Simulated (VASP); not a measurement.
Method: PBE GGA, VASP's PBE PAW potentials (set 64) (plane waves; VASP).

VASP input:

### INCAR
```
SYSTEM = GaN
PREC = Accurate; ENCUT = 520; LREAL = F
LASPH = T; ICHARG = 11
EDIFF = 1E-7; NELM = 100; ALGO = Normal
LMAXMIX = 4
ISMEAR = 0; SIGMA = 0.05
GGA = PE
LWAVE = F; LCHARG = F; LORBIT = 11
```

**POSCAR**
```
GaN
1
    1.6095892532    -2.7878903268     0.0000000000
    1.6095892532     2.7878903268     0.0000000000
    0.0000000000     0.0000000000     5.2415015388
Ga N
2 2
Direct
  0.6666670000   0.3333330000   0.5000480094
  0.3333330000   0.6666670000   0.0000480094
  0.6666670000   0.3333330000   0.8769519906
  0.3333330000   0.6666670000   0.3769519906
```

File KPOINTS:
```
k-points along high-symmetry lines
10
Line-mode
Reciprocal
  0.000000   0.000000   0.000000 ! GAMMA
  0.000000   0.500000   0.000000 ! M

  0.000000   0.500000   0.000000 ! M
 -0.333333   0.666667   0.000000 ! K

 -0.333333   0.666667   0.000000 ! K
  0.000000   0.000000   0.000000 ! GAMMA

  0.000000   0.000000   0.000000 ! GAMMA
  0.000000   0.000000   0.500000 ! A

  0.000000   0.000000   0.500000 ! A
  0.000000   0.500000   0.500000 ! L

  0.000000   0.500000   0.500000 ! L
 -0.333333   0.666667   0.500000 ! H

 -0.333333   0.666667   0.500000 ! H
  0.000000   0.000000   0.500000 ! A

  0.000000   0.500000   0.500000 ! L
  0.000000   0.500000   0.000000 ! M

 -0.333333   0.666667   0.500000 ! H
 -0.333333   0.666667   0.000000 ! K
```

POTCAR, in this order: Ga_d N (PBE.64 set). Program: vasp_std. Read from the step before: CHGCAR.

The run wrote:

OUTCAR:
```
 ion  position               nearest neighbor table
   1  0.667  0.333  0.500-   4 1.97   4 1.97   4 1.97   3 1.98
   2  0.333  0.667  0.000-   3 1.97   3 1.97   3 1.97   4 1.98
   3  0.667  0.333  0.877-   2 1.97   2 1.97   2 1.97   1 1.98
   4  0.333  0.667  0.377-   1 1.97   1 1.97   1 1.97   2 1.98
  LATTYP: Found a hexagonal cell.
 ALAT       =     3.2191784726
 C/A-ratio  =     1.6282109189
 Subroutine PRICEL returns:
 Original cell was already a primitive cell.
 Subroutine GETGRP returns: Found 12 space group operations
The static configuration has the point symmetry C_3v.
 The point group associated with its full space group is C_6v.
The dynamic configuration has the point symmetry C_3v.
 Subroutine INISYM returns: Found 12 space group operations
   k-points           NKPTS =     90   k-points in BZ     NKDIM =     90   number of bands    NBANDS=     22
   number of dos      NEDOS =    301   number of ions     NIONS =      4
   total plane-waves  NPLWV =  23040
   dimension x,y,z NGX =    24 NGY =   24 NGZ =   40
   dimension x,y,z NGXF=    48 NGYF=   48 NGZF=   80
   ions per type =               2   2
   PREC   = accura    normal or accurate (medium, high low for compatibility)
   ISTART =      0    job   : 0-new  1-cont  2-samecut
   ICHARG =     11    charge: 1-file 2-atom 10-const
   ISPIN  =      1    spin polarized calculation?
   LNONCOLLINEAR =      F non collinear calculations
   LSORBIT =      F    spin-orbit coupling
   INIWAV =      1    electr: 0-lowe 1-rand  2-diag
   ENCUT  =  520.0 eV  38.22 Ry    6.18 a.u.   5.99  5.99  9.75*2*pi/ulx,y,z
   NELM   =    100;   NELMIN=  2; NELMDL= -5     # of ELM steps
   EDIFF  = 0.1E-06   stopping-criterion for ELM
   LREAL  =      F    real-space projection
   NLSPLINE    = F    spline interpolate recip. space projectors
   LMAXMIX     =    4 max onsite mixed and CHGCAR
   VOSKOWN=      0    Vosko Wilk Nusair interpolation
   EDIFFG = 0.1E-05   stopping-criterion for IOM
   NSW    =      0    number of steps for IOM
   NBLOCK =      1;   KBLOCK =      1    inner block; outer block
   IBRION =     -1    ionic relax: 0-MD 1-quasi-New 2-CG
   NFREE  =      0    steps in history (QN), initial steepest desc. (CG)
   ISIF   =      2    stress and relaxation
   ISYM   =      2    0-nonsym 1-usesym 2-fastsym
   TEIN   =    0.0    initial temperature
   TEBEG  =    0.0;   TEEND  =   0.0 temperature during run
   SMASS  =  -3.00    Nose mass-parameter (am)
   PSTRESS=    0.0 pullay stress
   NELECT =      36.0000    total number of electrons
   EFERMI =   0.00;   METHOD = LEGACY
   ISMEAR =     0;   SIGMA  =   0.05  broadening in eV -4-tet -1-fermi 0-gaus
   IALGO  =     38    algorithm
   LDIAG  =      T    sub-space diagonalisation (order eigenvalues)
   IMIX   =      4    mixing-type and parameters
     AMIX     =   0.40;   BMIX     =  1.00
     AMIX_MAG =   1.60;   BMIX_MAG =  1.00
     AMIN     =   0.10
   GGA     = PE    functional components
   VOSKOWN =     0    Vosko Wilk Nusair interpolation
   LHFCALC =     F    Hartree Fock is set to
   LHFONE  =     F    Hartree Fock one center treatment
   AEXX    =    0.0000 exact exchange contribution
   IVDW    =     0    specifies the selected vdW correction
   LEPSILON=     F    determine dielectric tensor
   LRPA    =     F    only Hartree local field effects (RPA)
  energy-cutoff  :      520.00
  volume of cell :       47.04
      direct lattice vectors                 reciprocal lattice vectors
     1.609589253 -2.787890327  0.000000000     0.310638257 -0.179347084  0.000000000
     1.609589253  2.787890327  0.000000000     0.310638257  0.179347084  0.000000000
     0.000000000  0.000000000  5.241501539     0.000000000  0.000000000  0.190785025
 k-point     1 :   0.0000 0.0000 0.0000  plane waves:    1261
 k-point     2 :   0.0000 0.0556 0.0000  plane waves:    1263
 k-point     3 :   0.0000 0.1111 0.0000  plane waves:    1261
 k-point     4 :   0.0000 0.1667 0.0000  plane waves:    1259
 k-point     5 :   0.0000 0.2222 0.0000  plane waves:    1262
 k-point     6 :   0.0000 0.2778 0.0000  plane waves:    1268
...
```

File OSZICAR:
```
       N       E                     dE             d eps       ncg     rms          rms(c)
DAV:   1     0.266985665828E+03    0.26699E+03   -0.18612E+04  4190   0.307E+03
DAV:   2     0.104905516547E+02   -0.25650E+03   -0.24957E+03  4304   0.534E+02
DAV:   3    -0.219624194185E+02   -0.32453E+02   -0.31908E+02  4580   0.149E+02
DAV:   4    -0.232956714704E+02   -0.13333E+01   -0.13296E+01  5312   0.314E+01
DAV:   5    -0.233203549813E+02   -0.24684E-01   -0.24668E-01  4608   0.383E+00
DAV:   6    -0.233215680281E+02   -0.12130E-02   -0.12130E-02  5984   0.739E-01
DAV:   7    -0.233215827762E+02   -0.14748E-04   -0.14748E-04  4702   0.689E-02
DAV:   8    -0.233215832935E+02   -0.51728E-06   -0.51725E-06  5822   0.114E-02
DAV:   9    -0.233215833014E+02   -0.79854E-08   -0.80012E-08  3384   0.138E-03
   1 F= -.23321583E+02 E0= -.23321583E+02  d E =-.370184E-17
```

### OUTCAR
```
 val. band max:        5.0055175313   @ k =   0.0000   0.0000   0.0000

 cond. band min:       6.7224931812   @ k =   0.0000   0.0000   0.0000



 k-point     1 :       0.0000    0.0000    0.0000
  band No.  band energies     occupation
      1     -10.7269      2.00000
      2      -9.9043      2.00000
      3      -8.4131      2.00000
      4      -8.3991      2.00000
      5      -8.3991      2.00000
      6      -8.3433      2.00000
      7      -8.3433      2.00000
      8      -8.1692      2.00000
      9      -8.1692      2.00000
     10      -8.0791      2.00000
     11      -8.0791      2.00000
     12      -6.8402      2.00000
     13      -1.8495      2.00000
     14       4.0087      2.00000
     15       4.0088      2.00000
     16       4.9740      2.00000
     17       5.0055      2.00000
     18       5.0055      2.00000
     19       6.7225      0.00000
     20       9.0643      0.00000
     21      14.0336      0.00000
     22      14.7298      0.00000

 k-point     2 :       0.0000    0.0556    0.0000
  band No.  band energies     occupation
      1     -10.6979      2.00000
      2      -9.8971      2.00000
      3      -8.4112      2.00000
      4      -8.3949      2.00000
      5      -8.3880      2.00000
      6      -8.3403      2.00000
      7      -8.3377      2.00000
      8      -8.1715      2.00000
      9      -8.1696      2.00000
     10      -8.0839      2.00000
     11      -8.0784      2.00000
     12      -6.8192      2.00000
     13      -1.8067      2.00000
     14       3.7716      2.00000
     15       3.9447      2.00000
     16       4.6723      2.00000
     17       4.9466      2.00000
     18       4.9789      2.00000
     19       7.0329      0.00000
     20       9.2711      0.00000
     21      13.9704      0.00000
     22      14.4787      0.00000

 k-point     3 :       0.0000    0.1111    0.0000
  band No.  band energies     occupation
      1     -10.6148      2.00000
      2      -9.8774      2.00000
...
```

The density is held fixed in this step, so its total energy and stress have no physical meaning.

The compound is GaN in the wurtzite structure. It was relaxed first.
